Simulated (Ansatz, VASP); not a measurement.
**Ge (Germanium): VASP beside Ansatz**

Aim: how closely do two programs agree when they are given the same cell, functional and k mesh? The cell is taken from a series of runs on this material, whose earlier steps may have relaxed, scaled, displaced or heated it; both programs get it as it stands.

Method: plane waves, with VASP 6.6.1 beside it; zone-centre phonons at LDA, in Ansatz 0.2.0.

## Step 1: The starting structure

It takes space group Imma (No. 74, orthorhombic). The conventional cell has a = 3.816 Å, b = 3.982 Å, c = 5.705 Å, α = 90.00°, β = 90.00°, γ = 90.00°. Ge has 4 Ge at 2.40 to 2.43 Å nearest.

As a file:

```cif
data_structure
_symmetry_space_group_name_H-M 'P 1'
_symmetry_Int_Tables_number 1
_cell_length_a 3.9675
_cell_length_b 3.9675
_cell_length_c 3.8160
_cell_angle_alpha 61.255
_cell_angle_beta 61.255
_cell_angle_gamma 60.239
_cell_volume 43.34
loop_
_atom_site_label
_atom_site_type_symbol
_atom_site_fract_x
_atom_site_fract_y
_atom_site_fract_z
_atom_site_occupancy
Ge1 Ge 0.49708 0.49708 0.50280 1
Ge2 Ge 0.75292 0.75292 0.74720 1
```

## Step 2: VASP: zone-centre phonons, LDA

Second derivatives magnify differences that forces hide, and they need a tight electronic threshold.

Lines of VASP's logs that name or quote its potential files are left out, and so is its time.

The input, INCAR:

```
SYSTEM = Ge
PREC = Accurate
ENCUT = 500
EDIFF = 1E-08
NELM = 120
ISMEAR = 0
SIGMA = 0.015
LREAL = .FALSE.
ALGO = Normal
GGA = PW92
NBANDS = 20
LORBIT = 11
LWAVE = .FALSE.
LCHARG = .FALSE.
ISIF = 2
ISYM = 2
IBRION = 8
LASPH = .TRUE.
GGA_COMPAT = .FALSE.
KPAR = 2
```

The input, POSCAR:

```
Ge
1.0
   -0.0586365376      2.7569495029      2.8525123457
    2.7569495029     -0.0586365376      2.8525123457
    2.6983129654      2.6983129654      0.0000000000
Ge
2
Direct
    0.4970843342      0.4970843342      0.5028048172
    0.7529156658      0.7529156658      0.7471951828
```

The input, KPOINTS:

```
Points of the shifted mesh
1728
Reciprocal
 0.0416666667  0.0416666667  0.0416666667 1
 0.0416666667  0.0416666667  0.1250000000 1
 0.0416666667  0.0416666667  0.2083333333 1
 0.0416666667  0.0416666667  0.2916666667 1
 0.0416666667  0.0416666667  0.3750000000 1
 0.0416666667  0.0416666667  0.4583333333 1
 0.0416666667  0.0416666667  0.5416666667 1
 0.0416666667  0.0416666667  0.6250000000 1
 0.0416666667  0.0416666667  0.7083333333 1
 0.0416666667  0.0416666667  0.7916666667 1
 0.0416666667  0.0416666667  0.8750000000 1
 0.0416666667  0.0416666667  0.9583333333 1
 0.0416666667  0.1250000000  0.0416666667 1
 0.0416666667  0.1250000000  0.1250000000 1
 0.0416666667  0.1250000000  0.2083333333 1
 0.0416666667  0.1250000000  0.2916666667 1
 0.0416666667  0.1250000000  0.3750000000 1
 0.0416666667  0.1250000000  0.4583333333 1
 0.0416666667  0.1250000000  0.5416666667 1
 0.0416666667  0.1250000000  0.6250000000 1
 0.0416666667  0.1250000000  0.7083333333 1
 0.0416666667  0.1250000000  0.7916666667 1
 0.0416666667  0.1250000000  0.8750000000 1
 0.0416666667  0.1250000000  0.9583333333 1
 0.0416666667  0.2083333333  0.0416666667 1
 0.0416666667  0.2083333333  0.1250000000 1
 0.0416666667  0.2083333333  0.2083333333 1
 0.0416666667  0.2083333333  0.2916666667 1
 0.0416666667  0.2083333333  0.3750000000 1
 0.0416666667  0.2083333333  0.4583333333 1
 0.0416666667  0.2083333333  0.5416666667 1
 0.0416666667  0.2083333333  0.6250000000 1
 0.0416666667  0.2083333333  0.7083333333 1
 0.0416666667  0.2083333333  0.7916666667 1
 0.0416666667  0.2083333333  0.8750000000 1
 0.0416666667  0.2083333333  0.9583333333 1
 0.0416666667  0.2916666667  0.0416666667 1
 0.0416666667  0.2916666667  0.1250000000 1
 0.0416666667  0.2916666667  0.2083333333 1
 0.0416666667  0.2916666667  0.2916666667 1
 0.0416666667  0.2916666667  0.3750000000 1
 0.0416666667  0.2916666667  0.4583333333 1
 0.0416666667  0.2916666667  0.5416666667 1
 0.0416666667  0.2916666667  0.6250000000 1
 0.0416666667  0.2916666667  0.7083333333 1
 0.0416666667  0.2916666667  0.7916666667 1
 0.0416666667  0.2916666667  0.8750000000 1
 0.0416666667  0.2916666667  0.9583333333 1
 0.0416666667  0.3750000000  0.0416666667 1
 0.0416666667  0.3750000000  0.1250000000 1
 0.0416666667  0.3750000000  0.2083333333 1
 0.0416666667  0.3750000000  0.2916666667 1
 0.0416666667  0.3750000000  0.3750000000 1
 0.0416666667  0.3750000000  0.4583333333 1
 0.0416666667  0.3750000000  0.5416666667 1
 0.0416666667  0.3750000000  0.6250000000 1
 0.0416666667  0.3750000000  0.7083333333 1
 0.0416666667  0.3750000000  0.7916666667 1
 0.0416666667  0.3750000000  0.8750000000 1
 0.0416666667  0.3750000000  0.9583333333 1
 0.0416666667  0.4583333333  0.0416666667 1
 0.0416666667  0.4583333333  0.1250000000 1
 0.0416666667  0.4583333333  0.2083333333 1
 0.0416666667  0.4583333333  0.2916666667 1
 0.0416666667  0.4583333333  0.3750000000 1
 0.0416666667  0.4583333333  0.4583333333 1
 0.0416666667  0.4583333333  0.5416666667 1
 0.0416666667  0.4583333333  0.6250000000 1
 0.0416666667  0.4583333333  0.7083333333 1
 0.0416666667  0.4583333333  0.7916666667 1
 0.0416666667  0.4583333333  0.8750000000 1
 0.0416666667  0.4583333333  0.9583333333 1
 0.0416666667  0.5416666667  0.0416666667 1
 0.0416666667  0.5416666667  0.1250000000 1
 0.0416666667  0.5416666667  0.2083333333 1
 0.0416666667  0.5416666667  0.2916666667 1
 0.0416666667  0.5416666667  0.3750000000 1
 0.0416666667  0.5416666667  0.4583333333 1
 0.0416666667  0.5416666667  0.5416666667 1
 0.0416666667  0.5416666667  0.6250000000 1
 0.0416666667  0.5416666667  0.7083333333 1
 0.0416666667  0.5416666667  0.7916666667 1
 0.0416666667  0.5416666667  0.8750000000 1
 0.0416666667  0.5416666667  0.9583333333 1
 0.0416666667  0.6250000000  0.0416666667 1
 0.0416666667  0.6250000000  0.1250000000 1
 0.0416666667  0.6250000000  0.2083333333 1
 0.0416666667  0.6250000000  0.2916666667 1
 0.0416666667  0.6250000000  0.3750000000 1
 0.0416666667  0.6250000000  0.4583333333 1
 0.0416666667  0.6250000000  0.5416666667 1
 0.0416666667  0.6250000000  0.6250000000 1
 0.0416666667  0.6250000000  0.7083333333 1
 0.0416666667  0.6250000000  0.7916666667 1
 0.0416666667  0.6250000000  0.8750000000 1
 0.0416666667  0.6250000000  0.9583333333 1
 0.0416666667  0.7083333333  0.0416666667 1
 0.0416666667  0.7083333333  0.1250000000 1
 0.0416666667  0.7083333333  0.2083333333 1
 0.0416666667  0.7083333333  0.2916666667 1
 0.0416666667  0.7083333333  0.3750000000 1
 0.0416666667  0.7083333333  0.4583333333 1
 0.0416666667  0.7083333333  0.5416666667 1
 0.0416666667  0.7083333333  0.6250000000 1
 0.0416666667  0.7083333333  0.7083333333 1
 0.0416666667  0.7083333333  0.7916666667 1
 0.0416666667  0.7083333333  0.8750000000 1
 0.0416666667  0.7083333333  0.9583333333 1
 0.0416666667  0.7916666667  0.0416666667 1
 0.0416666667  0.7916666667  0.1250000000 1
 0.0416666667  0.7916666667  0.2083333333 1
 0.0416666667  0.7916666667  0.2916666667 1
[... 1390 lines left out ...]
 0.8750000000  0.4583333333  0.1250000000 1
 0.8750000000  0.4583333333  0.2083333333 1
 0.8750000000  0.4583333333  0.2916666667 1
 0.8750000000  0.4583333333  0.3750000000 1
 0.8750000000  0.4583333333  0.4583333333 1
 0.8750000000  0.4583333333  0.5416666667 1
 0.8750000000  0.4583333333  0.6250000000 1
 0.8750000000  0.4583333333  0.7083333333 1
 0.8750000000  0.4583333333  0.7916666667 1
 0.8750000000  0.4583333333  0.8750000000 1
 0.8750000000  0.4583333333  0.9583333333 1
 0.8750000000  0.5416666667  0.0416666667 1
 0.8750000000  0.5416666667  0.1250000000 1
 0.8750000000  0.5416666667  0.2083333333 1
 0.8750000000  0.5416666667  0.2916666667 1
 0.8750000000  0.5416666667  0.3750000000 1
 0.8750000000  0.5416666667  0.4583333333 1
 0.8750000000  0.5416666667  0.5416666667 1
 0.8750000000  0.5416666667  0.6250000000 1
 0.8750000000  0.5416666667  0.7083333333 1
 0.8750000000  0.5416666667  0.7916666667 1
 0.8750000000  0.5416666667  0.8750000000 1
 0.8750000000  0.5416666667  0.9583333333 1
 0.8750000000  0.6250000000  0.0416666667 1
 0.8750000000  0.6250000000  0.1250000000 1
 0.8750000000  0.6250000000  0.2083333333 1
 0.8750000000  0.6250000000  0.2916666667 1
 0.8750000000  0.6250000000  0.3750000000 1
 0.8750000000  0.6250000000  0.4583333333 1
 0.8750000000  0.6250000000  0.5416666667 1
 0.8750000000  0.6250000000  0.6250000000 1
 0.8750000000  0.6250000000  0.7083333333 1
 0.8750000000  0.6250000000  0.7916666667 1
 0.8750000000  0.6250000000  0.8750000000 1
 0.8750000000  0.6250000000  0.9583333333 1
 0.8750000000  0.7083333333  0.0416666667 1
 0.8750000000  0.7083333333  0.1250000000 1
 0.8750000000  0.7083333333  0.2083333333 1
 0.8750000000  0.7083333333  0.2916666667 1
 0.8750000000  0.7083333333  0.3750000000 1
 0.8750000000  0.7083333333  0.4583333333 1
 0.8750000000  0.7083333333  0.5416666667 1
 0.8750000000  0.7083333333  0.6250000000 1
 0.8750000000  0.7083333333  0.7083333333 1
 0.8750000000  0.7083333333  0.7916666667 1
 0.8750000000  0.7083333333  0.8750000000 1
 0.8750000000  0.7083333333  0.9583333333 1
 0.8750000000  0.7916666667  0.0416666667 1
 0.8750000000  0.7916666667  0.1250000000 1
 0.8750000000  0.7916666667  0.2083333333 1
 0.8750000000  0.7916666667  0.2916666667 1
 0.8750000000  0.7916666667  0.3750000000 1
 0.8750000000  0.7916666667  0.4583333333 1
 0.8750000000  0.7916666667  0.5416666667 1
 0.8750000000  0.7916666667  0.6250000000 1
 0.8750000000  0.7916666667  0.7083333333 1
 0.8750000000  0.7916666667  0.7916666667 1
 0.8750000000  0.7916666667  0.8750000000 1
 0.8750000000  0.7916666667  0.9583333333 1
 0.8750000000  0.8750000000  0.0416666667 1
 0.8750000000  0.8750000000  0.1250000000 1
 0.8750000000  0.8750000000  0.2083333333 1
 0.8750000000  0.8750000000  0.2916666667 1
 0.8750000000  0.8750000000  0.3750000000 1
 0.8750000000  0.8750000000  0.4583333333 1
 0.8750000000  0.8750000000  0.5416666667 1
 0.8750000000  0.8750000000  0.6250000000 1
 0.8750000000  0.8750000000  0.7083333333 1
 0.8750000000  0.8750000000  0.7916666667 1
 0.8750000000  0.8750000000  0.8750000000 1
 0.8750000000  0.8750000000  0.9583333333 1
 0.8750000000  0.9583333333  0.0416666667 1
 0.8750000000  0.9583333333  0.1250000000 1
 0.8750000000  0.9583333333  0.2083333333 1
 0.8750000000  0.9583333333  0.2916666667 1
 0.8750000000  0.9583333333  0.3750000000 1
 0.8750000000  0.9583333333  0.4583333333 1
 0.8750000000  0.9583333333  0.5416666667 1
 0.8750000000  0.9583333333  0.6250000000 1
 0.8750000000  0.9583333333  0.7083333333 1
 0.8750000000  0.9583333333  0.7916666667 1
 0.8750000000  0.9583333333  0.8750000000 1
 0.8750000000  0.9583333333  0.9583333333 1
 0.9583333333  0.0416666667  0.0416666667 1
 0.9583333333  0.0416666667  0.1250000000 1
 0.9583333333  0.0416666667  0.2083333333 1
 0.9583333333  0.0416666667  0.2916666667 1
 0.9583333333  0.0416666667  0.3750000000 1
 0.9583333333  0.0416666667  0.4583333333 1
 0.9583333333  0.0416666667  0.5416666667 1
 0.9583333333  0.0416666667  0.6250000000 1
 0.9583333333  0.0416666667  0.7083333333 1
 0.9583333333  0.0416666667  0.7916666667 1
 0.9583333333  0.0416666667  0.8750000000 1
 0.9583333333  0.0416666667  0.9583333333 1
 0.9583333333  0.1250000000  0.0416666667 1
 0.9583333333  0.1250000000  0.1250000000 1
 0.9583333333  0.1250000000  0.2083333333 1
 0.9583333333  0.1250000000  0.2916666667 1
 0.9583333333  0.1250000000  0.3750000000 1
 0.9583333333  0.1250000000  0.4583333333 1
 0.9583333333  0.1250000000  0.5416666667 1
 0.9583333333  0.1250000000  0.6250000000 1
 0.9583333333  0.1250000000  0.7083333333 1
 0.9583333333  0.1250000000  0.7916666667 1
 0.9583333333  0.1250000000  0.8750000000 1
 0.9583333333  0.1250000000  0.9583333333 1
 0.9583333333  0.2083333333  0.0416666667 1
 0.9583333333  0.2083333333  0.1250000000 1
 0.9583333333  0.2083333333  0.2083333333 1
 0.9583333333  0.2083333333  0.2916666667 1
 0.9583333333  0.2083333333  0.3750000000 1
 0.9583333333  0.2083333333  0.4583333333 1
 0.9583333333  0.2083333333  0.5416666667 1
 0.9583333333  0.2083333333  0.6250000000 1
 0.9583333333  0.2083333333  0.7083333333 1
 0.9583333333  0.2083333333  0.7916666667 1
 0.9583333333  0.2083333333  0.8750000000 1
 0.9583333333  0.2083333333  0.9583333333 1
 0.9583333333  0.2916666667  0.0416666667 1
 0.9583333333  0.2916666667  0.1250000000 1
 0.9583333333  0.2916666667  0.2083333333 1
 0.9583333333  0.2916666667  0.2916666667 1
 0.9583333333  0.2916666667  0.3750000000 1
 0.9583333333  0.2916666667  0.4583333333 1
 0.9583333333  0.2916666667  0.5416666667 1
 0.9583333333  0.2916666667  0.6250000000 1
 0.9583333333  0.2916666667  0.7083333333 1
 0.9583333333  0.2916666667  0.7916666667 1
 0.9583333333  0.2916666667  0.8750000000 1
 0.9583333333  0.2916666667  0.9583333333 1
 0.9583333333  0.3750000000  0.0416666667 1
 0.9583333333  0.3750000000  0.1250000000 1
 0.9583333333  0.3750000000  0.2083333333 1
 0.9583333333  0.3750000000  0.2916666667 1
 0.9583333333  0.3750000000  0.3750000000 1
 0.9583333333  0.3750000000  0.4583333333 1
 0.9583333333  0.3750000000  0.5416666667 1
 0.9583333333  0.3750000000  0.6250000000 1
 0.9583333333  0.3750000000  0.7083333333 1
 0.9583333333  0.3750000000  0.7916666667 1
 0.9583333333  0.3750000000  0.8750000000 1
 0.9583333333  0.3750000000  0.9583333333 1
 0.9583333333  0.4583333333  0.0416666667 1
 0.9583333333  0.4583333333  0.1250000000 1
 0.9583333333  0.4583333333  0.2083333333 1
 0.9583333333  0.4583333333  0.2916666667 1
 0.9583333333  0.4583333333  0.3750000000 1
 0.9583333333  0.4583333333  0.4583333333 1
 0.9583333333  0.4583333333  0.5416666667 1
 0.9583333333  0.4583333333  0.6250000000 1
 0.9583333333  0.4583333333  0.7083333333 1
 0.9583333333  0.4583333333  0.7916666667 1
 0.9583333333  0.4583333333  0.8750000000 1
 0.9583333333  0.4583333333  0.9583333333 1
 0.9583333333  0.5416666667  0.0416666667 1
 0.9583333333  0.5416666667  0.1250000000 1
 0.9583333333  0.5416666667  0.2083333333 1
 0.9583333333  0.5416666667  0.2916666667 1
 0.9583333333  0.5416666667  0.3750000000 1
 0.9583333333  0.5416666667  0.4583333333 1
 0.9583333333  0.5416666667  0.5416666667 1
 0.9583333333  0.5416666667  0.6250000000 1
 0.9583333333  0.5416666667  0.7083333333 1
 0.9583333333  0.5416666667  0.7916666667 1
 0.9583333333  0.5416666667  0.8750000000 1
 0.9583333333  0.5416666667  0.9583333333 1
 0.9583333333  0.6250000000  0.0416666667 1
 0.9583333333  0.6250000000  0.1250000000 1
 0.9583333333  0.6250000000  0.2083333333 1
 0.9583333333  0.6250000000  0.2916666667 1
 0.9583333333  0.6250000000  0.3750000000 1
 0.9583333333  0.6250000000  0.4583333333 1
 0.9583333333  0.6250000000  0.5416666667 1
 0.9583333333  0.6250000000  0.6250000000 1
 0.9583333333  0.6250000000  0.7083333333 1
 0.9583333333  0.6250000000  0.7916666667 1
 0.9583333333  0.6250000000  0.8750000000 1
 0.9583333333  0.6250000000  0.9583333333 1
 0.9583333333  0.7083333333  0.0416666667 1
 0.9583333333  0.7083333333  0.1250000000 1
 0.9583333333  0.7083333333  0.2083333333 1
 0.9583333333  0.7083333333  0.2916666667 1
 0.9583333333  0.7083333333  0.3750000000 1
 0.9583333333  0.7083333333  0.4583333333 1
 0.9583333333  0.7083333333  0.5416666667 1
 0.9583333333  0.7083333333  0.6250000000 1
 0.9583333333  0.7083333333  0.7083333333 1
 0.9583333333  0.7083333333  0.7916666667 1
 0.9583333333  0.7083333333  0.8750000000 1
 0.9583333333  0.7083333333  0.9583333333 1
 0.9583333333  0.7916666667  0.0416666667 1
 0.9583333333  0.7916666667  0.1250000000 1
 0.9583333333  0.7916666667  0.2083333333 1
 0.9583333333  0.7916666667  0.2916666667 1
 0.9583333333  0.7916666667  0.3750000000 1
 0.9583333333  0.7916666667  0.4583333333 1
 0.9583333333  0.7916666667  0.5416666667 1
 0.9583333333  0.7916666667  0.6250000000 1
 0.9583333333  0.7916666667  0.7083333333 1
 0.9583333333  0.7916666667  0.7916666667 1
 0.9583333333  0.7916666667  0.8750000000 1
 0.9583333333  0.7916666667  0.9583333333 1
 0.9583333333  0.8750000000  0.0416666667 1
 0.9583333333  0.8750000000  0.1250000000 1
 0.9583333333  0.8750000000  0.2083333333 1
 0.9583333333  0.8750000000  0.2916666667 1
 0.9583333333  0.8750000000  0.3750000000 1
 0.9583333333  0.8750000000  0.4583333333 1
 0.9583333333  0.8750000000  0.5416666667 1
 0.9583333333  0.8750000000  0.6250000000 1
 0.9583333333  0.8750000000  0.7083333333 1
 0.9583333333  0.8750000000  0.7916666667 1
 0.9583333333  0.8750000000  0.8750000000 1
 0.9583333333  0.8750000000  0.9583333333 1
 0.9583333333  0.9583333333  0.0416666667 1
 0.9583333333  0.9583333333  0.1250000000 1
 0.9583333333  0.9583333333  0.2083333333 1
 0.9583333333  0.9583333333  0.2916666667 1
 0.9583333333  0.9583333333  0.3750000000 1
 0.9583333333  0.9583333333  0.4583333333 1
 0.9583333333  0.9583333333  0.5416666667 1
 0.9583333333  0.9583333333  0.6250000000 1
 0.9583333333  0.9583333333  0.7083333333 1
 0.9583333333  0.9583333333  0.7916666667 1
 0.9583333333  0.9583333333  0.8750000000 1
 0.9583333333  0.9583333333  0.9583333333 1
```

PAW data sets: Ge_d (LDA family, release 64).

The run is started by

```console
$ mpirun -np 2 vasp_std
```

Numbers of over 12 decimals in the logs are rounded to 6 here.

The program printed:

```text
[banner, memory and clock lines left out]
running    2 mpi-ranks, on    1 nodes
[...]
|                                                                             |
|               ----> ADVICE to this user running VASP <----                  |
|                                                                             |
|     You enforced a specific xc type in the INCAR file but a different       |
|     [... a line on the potential file left out ...]
|     I HOPE YOU KNOW WHAT YOU ARE DOING!                                     |
|                                                                             |

 LDA part: xc-table for (Slater(with rela. corr.)+PW92), standard interpolation
 POSCAR, INCAR and KPOINTS ok, starting setup
[...]
entering main loop
       N       E                     dE             d eps       ncg     rms          rms(c)
DAV:   1     0.182019629396E+03    0.18202E+03   -0.14704E+04 74352   0.375E+03
DAV:   2     0.145889219158E+02   -0.16743E+03   -0.16289E+03 69240   0.581E+02
DAV:   3    -0.977733268748E+01   -0.24366E+02   -0.24195E+02 77716   0.143E+02
DAV:   4    -0.105373013927E+02   -0.75997E+00   -0.75944E+00 77968   0.297E+01
DAV:   5    -0.105494968844E+02   -0.12195E-01   -0.12195E-01 77176   0.407E+00    0.347E+00
DAV:   6    -0.104180229570E+02    0.13147E+00   -0.43957E-02 76488   0.168E+00    0.199E+00
DAV:   7    -0.103533583484E+02    0.64665E-01   -0.87043E-02 75680   0.216E+00    0.148E-01
DAV:   8    -0.103540401464E+02   -0.68180E-03   -0.66350E-03 78096   0.890E-01    0.510E-02
DAV:   9    -0.103540525100E+02   -0.12364E-04   -0.15718E-04 79548   0.137E-01    0.213E-02
DAV:  10    -0.103540507879E+02    0.17221E-05   -0.17674E-05 93976   0.577E-02    0.500E-03
DAV:  11    -0.103540505957E+02    0.19214E-06   -0.24684E-06 74380   0.118E-02    0.154E-03
DAV:  12    -0.103540505419E+02    0.53865E-07   -0.21145E-07 95016   0.528E-03    0.616E-04
DAV:  13    -0.103540505403E+02    0.15407E-08   -0.12162E-08 49116   0.168E-03
   1 F= -.10354051E+02 E0= -.10354039E+02  d E =-.236283E-04
 Linear response reoptimize wavefunctions to high precision
DAV:   1    -0.103540505405E+02   -0.18372E-09   -0.39059E-09 62092   0.701E-04
DAV:   2    -0.103540505406E+02   -0.47294E-10   -0.55880E-10 39980   0.277E-04
 Linear response DOF=           2
 Linear response progress:
  Degree of freedom:   1/  2
       N       E                     dE             d eps       ncg     rms          rms(c)
RMM:   1    -0.187835863931E+00   -0.18784E+00    0.87877E+00 84118   0.455E+01
RMM:   2    -0.195375369742E+00   -0.75395E-02   -0.13811E-02111468   0.114E+00    0.773E-02
RMM:   3    -0.195461156978E+00   -0.85787E-04   -0.99050E-04118991   0.326E-01    0.445E-02
RMM:   4    -0.195431754302E+00    0.29403E-04   -0.65536E-05126731   0.824E-02    0.479E-03
RMM:   5    -0.195438517265E+00   -0.67630E-05   -0.41462E-06122057   0.187E-02    0.246E-03
RMM:   6    -0.195448788428E+00   -0.10271E-04   -0.23721E-07124166   0.512E-03    0.326E-04
RMM:   7    -0.195448177687E+00    0.61074E-06   -0.37262E-08127768   0.161E-03    0.187E-04
RMM:   8    -0.195447599576E+00    0.57811E-06   -0.10968E-08128872   0.558E-04    0.365E-05
RMM:   9    -0.195447445394E+00    0.15418E-06   -0.94255E-09129719   0.241E-04    0.153E-05
RMM:  10    -0.195447515171E+00   -0.69778E-07   -0.10361E-08131282   0.109E-04    0.492E-06
RMM:  11    -0.195447532680E+00   -0.17509E-07   -0.20886E-08142148   0.585E-05    0.216E-06
RMM:  12    -0.195447547736E+00   -0.15056E-07   -0.92301E-09171996   0.362E-05    0.124E-06
RMM:  13    -0.195447559653E+00   -0.11917E-07   -0.16556E-09176577   0.267E-05    0.152E-07
RMM:  14    -0.195447559085E+00    0.56817E-09   -0.40567E-09174171   0.220E-05    0.140E-07
 first order change of Fermi-energy  -0.22119E+00
 force on displaced ion       1 direction 1 : -11.744  -0.045   0.316
 Linear response progress:
  Degree of freedom:   2/  2
       N       E                     dE             d eps       ncg     rms          rms(c)
RMM:   1    -0.188136699630E+00   -0.18814E+00    0.85127E+00 83239   0.449E+01
RMM:   2    -0.195797750524E+00   -0.76611E-02   -0.14972E-02112036   0.117E+00    0.801E-02
RMM:   3    -0.195912512256E+00   -0.11476E-03   -0.99920E-04119654   0.323E-01    0.460E-02
RMM:   4    -0.195915241949E+00   -0.27297E-05   -0.62262E-05127158   0.804E-02    0.458E-03
RMM:   5    -0.195919985665E+00   -0.47437E-05   -0.38576E-06121916   0.186E-02    0.230E-03
RMM:   6    -0.195925591932E+00   -0.56063E-05   -0.25822E-07124966   0.520E-03    0.488E-04
RMM:   7    -0.195925888865E+00   -0.29693E-06   -0.46994E-08127107   0.150E-03    0.157E-04
RMM:   8    -0.195925563341E+00    0.32552E-06   -0.39448E-09127188   0.552E-04    0.401E-05
RMM:   9    -0.195925407037E+00    0.15630E-06   -0.62894E-09113846   0.264E-04    0.122E-05
RMM:  10    -0.195925454207E+00   -0.47169E-07   -0.36985E-09125663   0.128E-04    0.705E-06
RMM:  11    -0.195925494560E+00   -0.40354E-07   -0.18556E-08126726   0.644E-05    0.227E-06
RMM:  12    -0.195925507485E+00   -0.12924E-07   -0.16827E-09135750   0.376E-05    0.984E-07
RMM:  13    -0.195925513156E+00   -0.56709E-08   -0.15994E-09159743   0.265E-05    0.345E-07
 first order change of Fermi-energy  -0.27082E+01
 force on displaced ion       1 direction 3 :   0.330   0.330 -11.641
 Linear response finished
```

(Part 1 of 2 ends here.)

[Lines on the potential files, build, host, timing and source positions are cut from VASP's logs without a mark.]

[Logs are printed without paths, hosts, clocks, repeated set-up lines and the standing remarks that a program may print on its own settings, such as how far it seeks lower states.]

[Hosts, paths, dates, database ids (printed as entryN), source tags and the programs' standing remarks are cut or masked in the printed files.]
